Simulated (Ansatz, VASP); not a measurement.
**MgO: VASP beside Ansatz**

Wanted: the spread between two codes on one cell, functional and k mesh. The cell is taken from a series of runs on this material, whose earlier steps may have relaxed, scaled, displaced or heated it; both programs get it as it stands.

Calculated with Ansatz 0.2.0; plane waves, with VASP 6.6.1 beside it; LDA, PBEsol and PBE.

### 1. Set-up

Symmetry: Fm-3m, No. 225, cubic system. The conventional cell has a = 4.159 Å, b = 4.159 Å, c = 4.159 Å, α = 90.00°, β = 90.00°, γ = 90.00°. Mg has 6 O at 2.08 Å nearest. Nearest to O lie 6 Mg at 2.08 Å. Farther neighbours and most contacts between anions are not listed.

### 2. VASP: dielectric response, LDA

The response to a field tests empty states and converges slowly with the mesh.

Lines of VASP's logs that name or quote its potential files are left out, and so is its time.

File INCAR:

```
SYSTEM = MgO
PREC = Accurate
ENCUT = 520
EDIFF = 1E-08
NELM = 120
ISMEAR = 0
SIGMA = 0.01
LREAL = .FALSE.
ALGO = Normal
GGA = CA
NBANDS = 10
LORBIT = 11
LWAVE = .FALSE.
LCHARG = .FALSE.
ISIF = 2
LEPSILON = .TRUE.
LASPH = .TRUE.
GGA_COMPAT = .FALSE.
EFERMI = MIDGAP
KPAR = 2
```

File POSCAR:

```
MgO
1.0
    0.0000000000      2.0796066173      2.0796066173
    2.0796066173      0.0000000000      2.0796066173
    2.0796066173      2.0796066173      0.0000000000
Mg O
1 1
Direct
    0.0000000000      0.0000000000      0.0000000000
    0.5000000000      0.5000000000      0.5000000000
```

File KPOINTS:

```
Automatic mesh
0
Gamma
8 8 8
0 0 0
```

PAW data sets: Mg and O (LDA family, release 64).

Command:

```console
$ mpirun -np 2 vasp_std
```

Numbers of over 12 decimals in the logs are rounded to 6 here.

Output:

```text
[banner, memory and clock lines left out]
running    2 mpi-ranks, on    1 nodes
 distrk:  each k-point on    1 cores,    2 groups
 distr:  one band on    1 cores,    1 groups

 POSCAR found type information on POSCAR MgO
 POSCAR found :  2 types and       2 ions
 LDA part: xc-table for (Slater(with rela. corr.)+CA(PZ))
 , standard interpolation
 POSCAR, INCAR and KPOINTS ok, starting setup
 FFT: planning ... GRIDC
 FFT: planning ... GRID_SOFT
 FFT: planning ... GRID
 WAVECAR not read
 entering main loop
       N       E                     dE             d eps       ncg     rms          rms(c)
DAV:   1     0.103065148559E+02    0.10307E+02   -0.47867E+03   660   0.716E+02
DAV:   2    -0.145686303645E+02   -0.24875E+02   -0.24540E+02   646   0.137E+02
DAV:   3    -0.150268451211E+02   -0.45821E+00   -0.45805E+00   692   0.165E+01
DAV:   4    -0.150278459710E+02   -0.10008E-02   -0.10008E-02   636   0.852E-01
DAV:   5    -0.150278488738E+02   -0.29028E-05   -0.29028E-05   664   0.429E-02    0.709E+00
DAV:   6    -0.135072154468E+02    0.15206E+01   -0.88259E+00   586   0.177E+01    0.221E+00
DAV:   7    -0.134686631482E+02    0.38552E-01   -0.52343E-02   626   0.222E+00    0.128E+00
DAV:   8    -0.134450710534E+02    0.23592E-01   -0.26863E-02   586   0.183E+00    0.190E-01
DAV:   9    -0.134448817913E+02    0.18926E-03   -0.19548E-04   660   0.116E-01    0.127E-01
DAV:  10    -0.134447658269E+02    0.11596E-03   -0.27475E-04   612   0.154E-01    0.780E-03
DAV:  11    -0.134447650636E+02    0.76334E-06   -0.38045E-06   628   0.115E-02    0.293E-03
DAV:  12    -0.134447650654E+02   -0.18168E-08   -0.14580E-07   644   0.277E-03    0.620E-04
DAV:  13    -0.134447650640E+02    0.13577E-08   -0.40969E-09   358   0.740E-04
   1 F= -.13444765E+02 E0= -.13444765E+02  d E =0.000000E+00
 Linear response reoptimize wavefunctions to high precision
DAV:   1    -0.134447650649E+02   -0.84879E-09   -0.13905E-10   362   0.121E-04
DAV:   2    -0.134447650649E+02    0.12619E-10   -0.80079E-12   326   0.303E-05
 Linear response G [H, r] |phi>, progress :
  Direction:   1
       N       E                     dE             d eps       ncg     rms
RMM:   1    -0.325811934134E+02   -0.32581E+02    0.90034E+00  1265   0.499E+01
RMM:   2    -0.303963087810E+02    0.21849E+01   -0.61629E-01   924   0.641E+00
RMM:   3    -0.303975948054E+02   -0.12860E-02   -0.24965E-03   974   0.345E-01
RMM:   4    -0.303976379484E+02   -0.43143E-04   -0.43616E-05  1023   0.284E-02
RMM:   5    -0.303976386283E+02   -0.67986E-06   -0.67582E-07  1039   0.248E-03
RMM:   6    -0.303976386399E+02   -0.11583E-07   -0.44485E-07   944   0.369E-04
RMM:   7    -0.303976386449E+02   -0.50148E-08   -0.50163E-07   786   0.200E-04
RMM:   8    -0.303976386449E+02    0.84697E-11   -0.56390E-07   779   0.188E-04
RMM:   9    -0.303976386449E+02    0.30767E-11   -0.84446E-07   743   0.188E-04
RMM:  10    -0.303976386449E+02    0.25089E-10   -0.19711E-06   699   0.188E-04
 Linear response G [H, r] |phi>, progress :
  Direction:   2
       N       E                     dE             d eps       ncg     rms
RMM:   1    -0.305557694580E+02   -0.30556E+02    0.16675E+01  1261   0.495E+01
RMM:   2    -0.300707331992E+02    0.48504E+00   -0.69194E-01   929   0.683E+00
RMM:   3    -0.300721895859E+02   -0.14564E-02   -0.18872E-03   969   0.338E-01
RMM:   4    -0.300722302820E+02   -0.40696E-04   -0.46687E-05  1025   0.291E-02
RMM:   5    -0.300722310100E+02   -0.72801E-06   -0.30564E-07  1048   0.262E-03
RMM:   6    -0.300722310219E+02   -0.11881E-07   -0.42846E-08   935   0.329E-04
RMM:   7    -0.300722310179E+02    0.40205E-08    0.73655E-09   778   0.148E-04
 Linear response G [H, r] |phi>, progress :
  Direction:   3
       N       E                     dE             d eps       ncg     rms
RMM:   1    -0.275835142259E+02   -0.27584E+02    0.55515E+01  1188   0.487E+01
RMM:   2    -0.255661459741E+02    0.20174E+01   -0.47756E-01   910   0.561E+00
RMM:   3    -0.255677972560E+02   -0.16513E-02   -0.28487E-03   949   0.324E-01
RMM:   4    -0.255678317471E+02   -0.34491E-04   -0.41621E-05   992   0.270E-02
RMM:   5    -0.255678320435E+02   -0.29637E-06   -0.31991E-07   983   0.231E-03
RMM:   6    -0.255678320456E+02   -0.21307E-08   -0.42924E-08   861   0.389E-04
 Linear response to external field (no local field effect), progress :
  Direction:   1
       N       E                     dE             d eps       ncg     rms          rms(c)
RMM:   1    -0.126812005882E+00   -0.12681E+00   -0.38067E-01  1270   0.175E+00
RMM:   2    -0.126666226488E+00    0.14578E-03   -0.93489E-04   906   0.216E-01
RMM:   3    -0.126669443939E+00   -0.32175E-05   -0.20758E-06   932   0.105E-02
RMM:   4    -0.126669452426E+00   -0.84876E-08   -0.79805E-09   928   0.667E-04
 change of polarisation eV/A/(eV/A) component  1 :     0.253     0.082     0.024
 dielectric tensor                  component  1 :     3.549     0.821     0.240
 Linear response to external field (no local field effect), progress :
  Direction:   2
       N       E                     dE             d eps       ncg     rms          rms(c)
RMM:   1    -0.126764311081E+00   -0.12676E+00   -0.38585E-01  1244   0.174E+00
RMM:   2    -0.126721841800E+00    0.42469E-04   -0.97012E-04   903   0.218E-01
RMM:   3    -0.126725718819E+00   -0.38770E-05   -0.23593E-06   945   0.109E-02
RMM:   4    -0.126725730063E+00   -0.11245E-07   -0.94286E-09   938   0.705E-04
RMM:   5    -0.126725730118E+00   -0.54641E-10   -0.55760E-11   712   0.561E-05
 change of polarisation eV/A/(eV/A) component  2 :     0.082     0.253    -0.035
 dielectric tensor                  component  2 :     0.821     3.550    -0.355
 Linear response to external field (no local field effect), progress :
  Direction:   3
       N       E                     dE             d eps       ncg     rms          rms(c)
RMM:   1    -0.775256652660E-01   -0.77526E-01   -0.19094E-01  1208   0.135E+00
RMM:   2    -0.777668966323E-01   -0.24123E-03   -0.55803E-04   907   0.157E-01
RMM:   3    -0.777684229022E-01   -0.15263E-05   -0.13068E-06   924   0.766E-03
RMM:   4    -0.777684287584E-01   -0.58562E-08   -0.49369E-09   885   0.507E-04
 change of polarisation eV/A/(eV/A) component  3 :     0.024    -0.035     0.156
 dielectric tensor                  component  3 :     0.240    -0.355     2.565
 Linear response to external field, progress :
  Direction:   1
       N       E                     dE             d eps       ncg     rms          rms(c)
RMM:   1    -0.110486296278E+00   -0.11049E+00   -0.32035E-01  2498   0.161E+00
RMM:   2    -0.110384959204E+00    0.10134E-03   -0.81034E-04  1835   0.193E-01    0.522E-01
RMM:   3    -0.107684734516E+00    0.27002E-02   -0.11818E-03  1818   0.261E-01    0.306E-01
RMM:   4    -0.111590697066E+00   -0.39060E-02   -0.20299E-03  1817   0.354E-01    0.252E-02
RMM:   5    -0.111932513402E+00   -0.34182E-03   -0.17843E-05  1912   0.379E-02    0.484E-03
RMM:   6    -0.111988539267E+00   -0.56026E-04   -0.95694E-08  1960   0.275E-03    0.198E-03
RMM:   7    -0.111996877364E+00   -0.83381E-05   -0.36649E-08  1889   0.153E-03    0.148E-04
RMM:   8    -0.111997846587E+00   -0.96922E-06   -0.96192E-10  1874   0.250E-04    0.447E-05
RMM:   9    -0.111997808260E+00    0.38328E-07   -0.38181E-11  1238   0.442E-05    0.612E-06
 change of polarisation eV/A/(eV/A) component  1 :     0.209     0.053     0.016
 dielectric tensor                  component  1 :     3.106     0.529     0.163
 Linear response to external field, progress :
  Direction:   2
       N       E                     dE             d eps       ncg     rms          rms(c)
RMM:   1    -0.110304637782E+00   -0.11030E+00   -0.31853E-01  2499   0.162E+00
RMM:   2    -0.110384971784E+00   -0.80334E-04   -0.82574E-04  1835   0.197E-01    0.522E-01
RMM:   3    -0.107684755851E+00    0.27002E-02   -0.11819E-03  1820   0.262E-01    0.306E-01
RMM:   4    -0.111590722052E+00   -0.39060E-02   -0.20300E-03  1822   0.355E-01    0.252E-02
RMM:   5    -0.111932628879E+00   -0.34191E-03   -0.17864E-05  1920   0.379E-02    0.484E-03
RMM:   6    -0.111988573885E+00   -0.55945E-04   -0.95606E-08  1968   0.275E-03    0.197E-03
RMM:   7    -0.111996881411E+00   -0.83075E-05   -0.36964E-08  1903   0.153E-03    0.150E-04
RMM:   8    -0.111997868468E+00   -0.98706E-06   -0.99655E-10  1904   0.255E-04    0.461E-05
RMM:   9    -0.111997812150E+00    0.56317E-07   -0.83233E-11  1293   0.468E-05    0.603E-06
 change of polarisation eV/A/(eV/A) component  2 :     0.043     0.209    -0.010
 dielectric tensor                  component  2 :     0.433     3.106    -0.104
 Linear response to external field, progress :
  Direction:   3
       N       E                     dE             d eps       ncg     rms          rms(c)
RMM:   1    -0.110311050047E+00   -0.11031E+00   -0.31859E-01  2496   0.162E+00
RMM:   2    -0.110384955658E+00   -0.73906E-04   -0.82581E-04  1833   0.197E-01    0.522E-01
RMM:   3    -0.107684735397E+00    0.27002E-02   -0.11822E-03  1816   0.262E-01    0.306E-01
RMM:   4    -0.111590637970E+00   -0.39059E-02   -0.20302E-03  1814   0.355E-01    0.252E-02
RMM:   5    -0.111932588120E+00   -0.34195E-03   -0.17797E-05  1917   0.379E-02    0.483E-03
RMM:   6    -0.111988619944E+00   -0.56032E-04   -0.95960E-08  1959   0.275E-03    0.197E-03
RMM:   7    -0.111996872261E+00   -0.82523E-05   -0.37042E-08  1891   0.153E-03    0.151E-04
RMM:   8    -0.111997869100E+00   -0.99684E-06   -0.99011E-10  1893   0.257E-04    0.462E-05
RMM:   9    -0.111997811290E+00    0.57810E-07   -0.11924E-11  1270   0.469E-05    0.602E-06
 change of polarisation eV/A/(eV/A) component  3 :     0.005     0.024     0.209
 dielectric tensor                  component  3 :     0.046     0.242     3.106
 Born effective charges drift removed
```

From OUTCAR (step 2):

```text
ion  position               nearest neighbor table
   1  0.000  0.000  0.000-   2 2.08   2 2.08   2 2.08   2 2.08   2 2.08   2 2.08
   2  0.500  0.500  0.500-   1 2.08   1 2.08   1 2.08   1 2.08   1 2.08   1 2.08

  LATTYP: Found a face centered cubic cell.
 ALAT       =     4.1592132346

 Subroutine GETGRP returns: Found 48 space group operations
 (whereof 48 operations were pure point group operations)

The static configuration has the point symmetry O_h .

 Found     29 irreducible k-points:

   k-points           NKPTS =     29   k-points in BZ     NKDIM =     29   number of bands    NBANDS=     10

   dimension x,y,z NGX =    24 NGY =   24 NGZ =   24
   dimension x,y,z NGXF=    48 NGYF=   48 NGZF=   48

   ENCUT  =  520.0 eV  38.22 Ry    6.18 a.u.   5.47  5.47  5.47*2*pi/ulx,y,z

   NELECT =       8.0000    total number of electrons

 k-points in reciprocal lattice and weights: Automatic mesh
   0.00000000  0.00000000  0.00000000       0.002
   0.12500000  0.00000000  0.00000000       0.016
   0.25000000  0.00000000  0.00000000       0.016
   0.37500000  0.00000000  0.00000000       0.016
   0.50000000  0.00000000  0.00000000       0.008
   0.12500000  0.12500000  0.00000000       0.012
   0.25000000  0.12500000  0.00000000       0.047
   0.37500000  0.12500000  0.00000000       0.047
   0.50000000  0.12500000  0.00000000       0.047
[...]
-0.37500000  0.50000000  0.12500000       0.023
  -0.25000000  0.50000000  0.25000000       0.012

 average (electrostatic) potential at core
       1 -34.7089       2 -70.4682

  Total       -0.1888149     -0.1888149     -0.1888149      0.0000000      0.0000000      0.0000000
  in kB      -16.8179573    -16.8179573    -16.8179573      0.0000000      0.0000000      0.0000000
  external PRESSURE =     -16.8179573 kB  Pullay stress =       0.0000000 kB

  energy-cutoff  :      520.00
  volume of cell :       17.99
      direct lattice vectors                 reciprocal lattice vectors
     0.000000000  2.079606617  2.079606617    -0.240430087  0.240430087  0.240430087
     2.079606617  0.000000000  2.079606617     0.240430087 -0.240430087  0.240430087
     2.079606617  2.079606617  0.000000000     0.240430087  0.240430087 -0.240430087

 POSITION                                       TOTAL-FORCE (eV/Angst)
 -----------------------------------------------------------------------------------
      0.00000      0.00000      0.00000         0.000000      0.000000      0.000000
      2.07961      2.07961      2.07961        -0.000000      0.000000     -0.000000
 -----------------------------------------------------------------------------------
    total drift:                               -0.000000     -0.000000      0.000000

 MACROSCOPIC STATIC DIELECTRIC TENSOR (including local field effects in DFT)
 ------------------------------------------------------
           3.106153     0.000000     0.000000
           0.000000     3.106153     0.000000
          -0.000000    -0.000000     3.106153
 ------------------------------------------------------

 PIEZOELECTRIC TENSOR (including local field effects)  for field in x, y, z        (C/m^2)
          XX          YY          ZZ          XY          YZ          ZX
  --------------------------------------------------------------------------------
  x     0.00000     0.00000     0.00000     0.00000     0.00000     0.00000
  y     0.00000     0.00000     0.00000     0.00000     0.00000     0.00000
  z     0.00000     0.00000     0.00000     0.00000     0.00000     0.00000

 BORN EFFECTIVE CHARGES (including local field effects) (in |e|, cummulative output)
 ---------------------------------------------------------------------------------
 ion    1
    1     1.95279     0.00000     0.00000
    2     0.00000     1.95279     0.00000
    3     0.00000     0.00000     1.95279
 ion    2
    1    -1.95279     0.00000     0.00000
    2     0.00000    -1.95279     0.00000
    3     0.00000     0.00000    -1.95279
```

[end of part 1 of 3]

[Lines on the potential files, build, host, timing and source positions are cut from VASP's logs without a mark.]

[Logs are printed without paths, hosts, clocks, repeated set-up lines and the standing remarks that a program may print on its own settings, such as how far it seeks lower states.]

[Hosts, paths, dates, database ids (printed as entryN), source tags and the programs' standing remarks are cut or masked in the printed files.]
